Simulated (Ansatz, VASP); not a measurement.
## Be4TeAs2 in VASP and in Ansatz

```
CELL_PARAMETERS angstrom
4.66246 0.00000 0.00000
-2.33123 4.03780 0.00000
0.00000 0.00000 6.48143
ATOMIC_POSITIONS crystal
Be 0.33333 0.66667 0.34169
Be 0.66667 0.33333 0.34169
Be 0.66667 0.33333 0.65831
Be 0.33333 0.66667 0.65831
Te 0.00000 0.00000 0.50000
As 0.33333 0.66667 0.00000
As 0.66667 0.33333 0.00000
```

Alike in both runs: functional PBE; k mesh 6 × 6 × 4; occupations gaussian, width 0.1 eV; no spin polarisation.

Ansatz relaxed the structure, and its values are those at the end. VASP's run is a single point on that final structure, the one shown.

|  | VASP | Ansatz |
| --- | --- | --- |
| version | VASP 6.6.1 | Ansatz 0.2.0 |
| potentials or method | VASP PAW PBE potentials, release 64 (Be, Te, As) | scalar-relativistic, plane waves, PAW |
| plane-wave cutoff (eV) | 520 | 420 |
| valence electrons in the cell | 24 | 54 |

Ansatz gave:

* gap on the k mesh at the Fermi level (eV): none
* pressure (GPa): 0.0
* rms of the force components (eV/Å): 0.001

Task: Which values does VASP return?

Result: gap on the k mesh at the Fermi level (eV): none; pressure (GPa): 0.1; rms of the force components (eV/Å): 0.008.

A gap of «none» marks a metal or a gap that the smearing closes. The two sets of potentials don't hold the same shells in valence.

Spin-orbit coupling is left out, which matters for the levels of Te.
